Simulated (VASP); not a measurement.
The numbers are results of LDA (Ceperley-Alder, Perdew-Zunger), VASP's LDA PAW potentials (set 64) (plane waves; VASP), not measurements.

Input for VASP

### KPOINTS
```
k-points along high-symmetry lines
10
Line-mode
Reciprocal
  0.000000   0.000000   0.000000 ! GAMMA
 -0.000000   0.500000   0.000000 ! M

 -0.000000   0.500000   0.000000 ! M
 -0.333333   0.666667   0.000000 ! K

 -0.333333   0.666667   0.000000 ! K
  0.000000   0.000000   0.000000 ! GAMMA

  0.000000   0.000000   0.000000 ! GAMMA
  0.000000   0.000000   0.500000 ! A

  0.000000   0.000000   0.500000 ! A
 -0.000000   0.500000   0.500000 ! L

 -0.000000   0.500000   0.500000 ! L
 -0.333333   0.666667   0.500000 ! H

 -0.333333   0.666667   0.500000 ! H
  0.000000   0.000000   0.500000 ! A

 -0.000000   0.500000   0.500000 ! L
 -0.000000   0.500000   0.000000 ! M

 -0.333333   0.666667   0.500000 ! H
 -0.333333   0.666667   0.000000 ! K
```

File POSCAR:
```
ZnO
1.0
  1.5980435448  -2.7678930284   0.0000000000
  1.5980435448   2.7678930284   0.0000000000
  0.0000000000   0.0000000000   5.1654909297
Zn O
2 2
Cartesian
  1.5980435448  -0.9226328547   2.5920488420
  1.5980435448   0.9226328547   0.0093033772
  1.5980435448  -0.9226328547   4.5466596228
  1.5980435448   0.9226328547   1.9639141580
```

### INCAR
```
! general
SYSTEM =ZnO
PREC   =Accurate
ENCUT  =520
LREAL  =F
LASPH  =T
ICHARG =11

! electronic loop
EDIFF  =1E-7
NELM   =100
ALGO   =Normal
LMAXMIX=4

! smearing
ISMEAR =0
SIGMA  =0.05

! output
LWAVE  =F
LCHARG =F
LORBIT =11
```

POTCAR, in this order: Zn O (LDA.64 set). Program: vasp_std. Read from the step before: CHGCAR.

The run wrote:

**OSZICAR**
```
       N       E                     dE             d eps       ncg     rms          rms(c)
DAV:   1     0.273006600558E+03    0.27301E+03   -0.18988E+04  3968   0.244E+03
DAV:   2     0.590192634209E+01   -0.26710E+03   -0.25766E+03  4242   0.446E+02
DAV:   3    -0.200847855435E+02   -0.25987E+02   -0.25672E+02  4662   0.144E+02
DAV:   4    -0.205548290277E+02   -0.47004E+00   -0.46950E+00  4416   0.205E+01
DAV:   5    -0.205586447052E+02   -0.38157E-02   -0.38153E-02  4620   0.167E+00
DAV:   6    -0.205586907875E+02   -0.46082E-04   -0.46082E-04  4380   0.155E-01
DAV:   7    -0.205586916216E+02   -0.83405E-06   -0.83400E-06  4596   0.182E-02
DAV:   8    -0.205586916392E+02   -0.17628E-07   -0.17671E-07  3758   0.226E-03
   1 F= -.20558692E+02 E0= -.20558692E+02  d E =-.136171E-13
```

File OUTCAR:
```
 val. band max:        1.2707693450   @ k =   0.0000   0.0000   0.0000

 cond. band min:       2.0675306577   @ k =  -0.0000   0.0000   0.0000



 k-point     1 :       0.0000    0.0000    0.0000
  band No.  band energies     occupation
      1     -16.8817      2.00000
      2     -16.0520      2.00000
      3      -4.7852      2.00000
      4      -4.7158      2.00000
      5      -4.7158      2.00000
      6      -4.6790      2.00000
      7      -4.5085      2.00000
      8      -4.5084      2.00000
      9      -3.4228      2.00000
     10      -3.4228      2.00000
     11      -3.1888      2.00000
     12      -3.1888      2.00000
     13      -2.8893      2.00000
     14       0.4181      2.00000
     15       0.4182      2.00000
     16       1.1696      2.00000
     17       1.2708      2.00000
     18       1.2708      2.00000
     19       2.0675      0.00000
     20       6.5344      0.00000
     21       9.4490      0.00000
     22      14.1928      0.00000

 k-point     2 :       0.0000    0.0556    0.0000
  band No.  band energies     occupation
      1     -16.8618      2.00000
      2     -16.0429      2.00000
      3      -4.7639      2.00000
      4      -4.7351      2.00000
      5      -4.7050      2.00000
      6      -4.6645      2.00000
      7      -4.5116      2.00000
      8      -4.4935      2.00000
      9      -3.4313      2.00000
     10      -3.4243      2.00000
     11      -3.1870      2.00000
     12      -3.1765      2.00000
     13      -2.8934      2.00000
     14       0.2957      2.00000
     15       0.3729      2.00000
     16       1.0001      2.00000
     17       1.1488      2.00000
     18       1.2470      2.00000
     19       2.3755      0.00000
     20       6.6749      0.00000
     21       9.4456      0.00000
     22      13.8034      0.00000

 k-point     3 :       0.0000    0.1111    0.0000
  band No.  band energies     occupation
      1     -16.8041      2.00000
      2     -16.0170      2.00000
...
```

The density is held fixed in this step, so its total energy and stress have no physical meaning.

The compound is ZnO in the wurtzite structure. It was relaxed first.
